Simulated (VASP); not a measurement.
Al2SiF2:

```xyz
10
Lattice="4.6416 0.0000 0.0000 0.0058 5.0650 0.0000 2.2084 0.0128 6.8701" Properties=species:S:1:pos:R:3 pbc="T T T"
Al    5.7392    1.2788    5.6528
Al    3.3999    3.8296    4.7553
Al    1.1267    1.2739    1.2697
Al    3.4843    3.7962    2.1573
Si    4.6414    4.5021    0.0387
Si    2.3122    3.0657    0.0348
F     4.6119    0.4226    4.6042
F     2.1896    2.1414    4.5911
F     2.1954    0.4091    2.3687
F     4.6760    2.1228    2.3723
```

The cell was built by a generator and needn't be a form met in nature.

| Property | Result |
| --- | --- |
| Program | VASP 6.6.1 |
| Task | relaxation of cell and atoms |
| Functional | PBE |
| Potentials or basis | VASP PAW PBE potentials, release 64 (Al, Si, F) |
| Cutoff | 520 eV |
| k mesh | 6 × 4 × 4 |
| Occupations | gaussian, width 0.1 eV |
| Spin | no spin polarisation |

At the start: pressure 0.7 GPa; volume 16.15 Å³/atom.

Question: How do energy, volume and symmetry change on relaxing?

Answer: Over 18 steps the energy falls by 6.6 meV/atom and the volume is 16.22 Å³/atom (+0.5 %); space group C2 (No. 5, to 0.05 Å).

Step by step:
```csv
step,energy change (eV),largest force (eV/Å),pressure (GPa),volume (Å³)
1,0.0000,0.4761,0.72,161.52
2,-0.0203,0.2377,-0.47,163.21
3,-0.0203,0.2325,-0.45,163.19
4,-0.0355,0.1718,-0.21,162.86
5,-0.0458,0.1980,0.20,162.26
6,-0.0546,0.1565,0.03,162.66
7,-0.0553,0.1773,-0.04,162.81
8,-0.0606,0.1127,-0.04,162.93
9,-0.0607,0.1421,-0.05,162.95
10,-0.0637,0.0579,-0.06,162.84
11,-0.0641,0.0614,-0.07,162.78
12,-0.0651,0.0378,-0.03,162.46
13,-0.0651,0.0545,-0.03,162.38
14,-0.0655,0.0370,0.08,162.10
15,-0.0655,0.0255,0.07,162.17
16,-0.0656,0.0233,-0.05,162.33
17,-0.0656,0.0208,-0.03,162.30
18,-0.0657,0.0097,0.00,162.24
```

Final structure:
```
Al Si F
1.0
     4.68869    0.01151    0.03551
     0.01824    4.95454    0.00240
     2.28247    0.02118    7.00155
Al Si F
4 2 4
Direct
  0.83296 0.25139 0.83412
  0.40525 0.75234 0.69282
  0.16205 0.24870 0.17540
  0.59288 0.74793 0.31733
  0.99858 0.87865 0.00550
  0.49479 0.62089 0.00643
  0.67045 0.08257 0.67739
  0.14990 0.42019 0.67638
  0.32348 0.08065 0.33416
  0.84185 0.41625 0.33350
```
